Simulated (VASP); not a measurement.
An input for Ansatz (written as the equivalent of a VASP run, and not itself run):

Ansatz 0.2 input:
```yaml
crystal:
  lattice:
    - [0.0000000, 2.1146380, 2.1146380]
    - [2.1146380, 0.0000000, 2.1146380]
    - [2.1146380, 2.1146380, 0.0000000]
  atoms:
    - { symbol: Li, position: [0.0000000, 0.0000000, 0.0000000] }
kpoints:
  mp_grid: { grid: [17, 17, 17] }
hamiltonian:
  xc: lda
  pseudopotentials: { kind: paw }
scf:
  occupations: { method: tetrahedron }
  max_iter: 100
output: { forces: true, stress: true, eigenvalues: true }
```

Problem. Write the VASP files for the same calculation (LDA).

Solution. Several could match; the one computed here: 
File KPOINTS:
```
Automatic mesh
0
gamma
  17 17 17
0 0 0
```

INCAR:
```
ENCUT=520
PREC=Accurate
ISMEAR=-5   # tetrahedra, Bloechl
ALGO=Normal
NEDOS=601
LCHARG=.True.
NELM=100   # most electronic steps
LWAVE=.False.
LORBIT=11
EDIFF=1E-7   # SCF stop (eV)
LREAL=.False.   # projection in real space or not
SYSTEM=Li
ISIF=2
LASPH=.True.   # aspherical one-centre terms
```

File POSCAR:
```
Li
1
    0.0000000000     2.1146379867     2.1146379867
    2.1146379867     0.0000000000     2.1146379867
    2.1146379867     2.1146379867     0.0000000000
Li
1
Direct
  0.0000000000   0.0000000000   0.0000000000
```

POTCAR, in this order: Li_sv (LDA.64 set). Program: vasp_std.

Limits of the translation: each code has its own PAW files, so the cut-off isn't converted (ENCUT is set for VASP's; basis.ecutwfc is left out, and Ansatz then takes the one that its files recommend); Ansatz stops its SCF on the density residual and VASP on the energy change (EDIFF); Ansatz's lda is the Perdew-Wang form, while the LDA potentials of VASP carry Perdew-Zunger's.

The structure comes from a computed database's Li entry (Fm-3m); how it stands against other phases isn't given here. It was relaxed first, which changed the volume by -7 %.
